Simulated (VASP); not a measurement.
A run of VASP 6.6.1 is set up as follows.

Contents of INCAR:

```
SYSTEM = Rb2MnF6
PREC = Accurate
ENCUT = 520
EDIFF = 1E-7
ISMEAR = 0
SIGMA = 0.05
LREAL = .FALSE.
LASPH = .TRUE.
NELM = 150
ALGO = Fast
ISIF = 2
LWAVE = .FALSE.
LCHARG = .FALSE.
ISPIN = 2
MAGMOM = 0 0 2.45 0.05 0.05 0.05 0.05 0.05 0.05
LORBIT = 11
LMAXMIX = 4
GGA = CA
NBANDS = 50
```

KPOINTS

```
regular mesh
0
G
  4 4 4
  0 0 0
```

The input POSCAR:

```
Rb2MnF6
1.0
    0.0000000000      4.2150002200      4.2150002200
    4.2150002200      0.0000000000      4.2150002200
    4.2150002200      4.2150002200      0.0000000000
Rb Mn F
2 1 6
Direct
    0.2500000000      0.2500000000      0.2500000000
    0.7500000000      0.7500000000      0.7500000000
    0.0000000000      0.0000000000      0.0000000000
    0.7950000000      0.2050000000      0.2050000000
    0.2050000000      0.7950000000      0.2050000000
    0.2050000000      0.7950000000      0.7950000000
    0.7950000000      0.2050000000      0.7950000000
    0.2050000000      0.2050000000      0.7950000000
    0.7950000000      0.7950000000      0.2050000000
```

Potentials or basis: VASP PAW LDA potentials, release 64 (Rb_sv, Mn_pv, F).

Command:

```sh
$ cat potpaw_LDA.64/Rb_sv/POTCAR potpaw_LDA.64/Mn_pv/POTCAR potpaw_LDA.64/F/POTCAR > POTCAR
$ mpirun -np 1 vasp_std > vasp.out
```

Question: What does it give for the site moments?

Answer: Rb +0.00; Mn +2.58; F +0.05 μB.

Question: Estimate the pressure.

Answer: 5.9 GPa.

Forces on the atoms (eV/Å):
```
Rb   0.000  0.000  0.000
Rb   0.000  0.000  0.000
Mn   0.000  0.000  0.000
F    2.258  0.000  0.000
F    0.000  2.258  0.000
F   -2.258  0.000  0.000
F    0.000 -2.258  0.000
F    0.000  0.000  2.258
F    0.000  0.000 -2.258
```

Caveat: a cell with one magnetic atom can't hold antiferromagnetic order, which such compounds often take; forces of over 1 eV/Å show positions far from the minimum, so gaps and moduli don't describe the material at rest.
